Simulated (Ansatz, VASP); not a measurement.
## Cu2AgGeSe4: VASP beside Ansatz

Contents of POSCAR:

```
Cu2AgGeSe4
1.0
    0.0000000000      5.6808900000      0.0000000000
    5.6808900000      0.0000000000      0.0000000000
    2.8404450000      2.8404450000     -5.4619340000
Ge Cu Se Ag
1 2 4 1
Direct
    0.5000000000      0.5000000000      0.0000000000
    0.2500000000      0.7500000000      0.5000000000
    0.7500000000      0.2500000000      0.5000000000
    0.4042000000      0.4042000000      0.7326000000
    0.5958000000      0.1368000000      0.2674000000
    0.8632000000      0.8632000000      0.7326000000
    0.1368000000      0.5958000000      0.2674000000
    0.0000000000      0.0000000000      0.0000000000
```

Contents of INCAR.step1:

```
ALGO = Normal ; EDIFF = 1E-4
ENCUT = 520 ; GGA = PE
ISMEAR = 1 ; LASPH = True
LCHARG = False ; LREAL = False
LWAVE = True ; NBANDS = 46
NELM = 80 ; PREC = Accurate
SIGMA = 0.0167
```

The input INCAR.step2:

```
ALGO = Normal ; EDIFF = 1E-7
ENCUT = 520 ; ISIF = 2
ISMEAR = 1 ; ISTART = 1
LASPH = True ; LCHARG = False
LMIXTAU = True ; LREAL = False
LWAVE = False ; METAGGA = R2SCAN
NBANDS = 46 ; NELM = 80
PREC = Accurate ; SIGMA = 0.0167
```

KPOINTS

```
k-points
0
Gamma
  4 4 4
```

Input for Ansatz:

```yaml
crystal:
  lattice:
    - [0.0, 5.68089, 0.0]
    - [5.68089, 0.0, 0.0]
    - [2.840445, 2.840445, -5.461934]
  atoms:
    - { symbol: Ge, position: [0.5, 0.5, 0.0] }
    - { symbol: Cu, position: [0.25, 0.75, 0.5] }
    - { symbol: Cu, position: [0.75, 0.25, 0.5] }
    - { symbol: Se, position: [0.4042, 0.4042, 0.7326] }
    - { symbol: Se, position: [0.5958, 0.1368, 0.2674] }
    - { symbol: Se, position: [0.8632, 0.8632, 0.7326] }
    - { symbol: Se, position: [0.1368, 0.5958, 0.2674] }
    - { symbol: Ag, position: [0.0, 0.0, 0.0] }
  symmetry: { tolerance: 0.0003 }
kpoints:
  mp_grid: { grid: [4, 4, 4], shift: [0, 0, 0] }
magnetization:
  spin_polarized: false
scf:
  occupations: { method: cold, width: 0.0167 }
  algorithm: direct_min
hamiltonian:
  pseudopotentials: { kind: paw }
  xc: r2scan
basis:
  ecutwfc: 500
  xc_grid: 4
output:
  forces: true
  stress: true
  eigenvalues: true
  write_density: true
  write_potential: true
  elf: true
  volumetric_format: npy
```

The cell was built by a generator and needn't be a form met in nature.

Alike in both runs: task single point; functional r2SCAN; k mesh 4 × 4 × 4; no spin polarisation.

```csv
,VASP,Ansatz
version,VASP 6.6.1,Ansatz 0.2.0
potentials or method,"VASP PAW PBE potentials, release 64 (Ge_d, Cu, Se, Ag)",PAW plane waves
plane-wave cutoff (eV),520,500
occupations,"methfessel-paxton of order 1, width 0.0167 eV","cold, width 0.0167 eV"
valence electrons in the cell,71,135
```

|  | VASP | Ansatz | Ansatz less VASP |
| --- | --- | --- | --- |
| gap on the k mesh at the Fermi level (eV) | none | none | - |
| pressure (GPa) | 1.8 | 1.8 | -0.02 |
| largest component of the traceless stress (GPa) | 0.72 | 0.71 | -0.008 |
| rms of the force components (eV/Å) | 0.193 | 0.189 | -0.0033 |

Atom by atom the forces differ by 0.006 eV/Å (rms over components). A gap of «none» marks a metal or a gap that the smearing closes. The two sets of potentials don't hold the same shells in valence.

Caveats: the PAW data sets were made with another functional, which shifts forces and pressure a little (VASP); the run has no spin polarisation, though such a crystal can be magnetic. With open d or f shells a metallic result of r2SCAN can be an artefact of self-interaction; +U or a hybrid may open a gap.
